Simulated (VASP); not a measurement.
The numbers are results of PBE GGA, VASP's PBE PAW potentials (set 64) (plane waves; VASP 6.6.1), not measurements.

VASP ran on this input.

### INCAR
```
# general
SYSTEM  = TiB2
PREC    = Accurate
ENCUT   = 520
LREAL   = .FALSE.
LASPH   = .TRUE.   # aspherical one-centre terms
NBANDS  = 26

# electronic loop
EDIFF   = 1E-6   # SCF stop (eV)
NELM    = 100   # most electronic steps
ALGO    = Normal   # blocked Davidson
LMAXMIX = 4   # l cut-off of mixed one-centre charges

# smearing
ISMEAR  = 1
SIGMA   = 0.1   # width (eV)

# functional
GGA     = PE   # PBE

# ions
ISIF    = 2   # forces and stress, cell fixed

# output
LWAVE   = .FALSE.
LCHARG  = .FALSE.
```

### POSCAR
```
TiB2
1.0
  1.5276560000  -2.6027400000   0.0000000000
  1.5276560000   2.6027400000   0.0000000000
  0.0000000000   0.0000000000   3.1789610000
Ti B
1 2
Cartesian
  0.0000000000   0.0000000000   0.0000000000
  1.5276560000   0.8675817352   1.5894805000
  1.5852730737  -0.8675817352   1.5894805000
```

### KPOINTS
```
Automatic mesh
0
Gamma
10 10 9
0 0 0
```

POTCAR, in this order: Ti_sv B (PBE.64 set). Program: vasp_std.

Problem. Estimate the energy per atom (σ→0), pressure, largest force, band gap (on the k-mesh).

Solution. 
```
Item                                                         Value
------------------------  ----------------------------------------
energy per atom (σ→0)                               -8.126 eV/atom
band gap (on the k-mesh)  none (metal, semimetal or under 0.01 eV)
pressure                                                  4.26 GPa
largest force                                           1.074 eV/Å
```

### OSZICAR
```
...
DAV:   8    -0.243838875463E+02   -0.44457E-02   -0.59646E-02 16340   0.158E+00    0.651E-01
DAV:   9    -0.243794832689E+02    0.44043E-02   -0.34222E-02 15248   0.166E+00    0.330E-01
DAV:  10    -0.243787611167E+02    0.72215E-03   -0.19909E-03 16454   0.408E-01    0.818E-02
DAV:  11    -0.243788142944E+02   -0.53178E-04   -0.33037E-04 15216   0.121E-01    0.226E-02
DAV:  12    -0.243788089658E+02    0.53287E-05   -0.14780E-05 15398   0.240E-02    0.764E-03
DAV:  13    -0.243788068163E+02    0.21495E-05   -0.47804E-06 15958   0.202E-02    0.273E-03
DAV:  14    -0.243788068326E+02   -0.16327E-07   -0.32267E-07  8080   0.470E-03
   1 F= -.24378807E+02 E0= -.24378624E+02  d E =-.548781E-03
```

The compound is TiB2 in the AlB2 type structure. The cell was not relaxed at this level, atoms are displaced from their ideal sites. The run is one of a series of settings (NBANDS = 26 against the base run), some of them coarse on purpose.
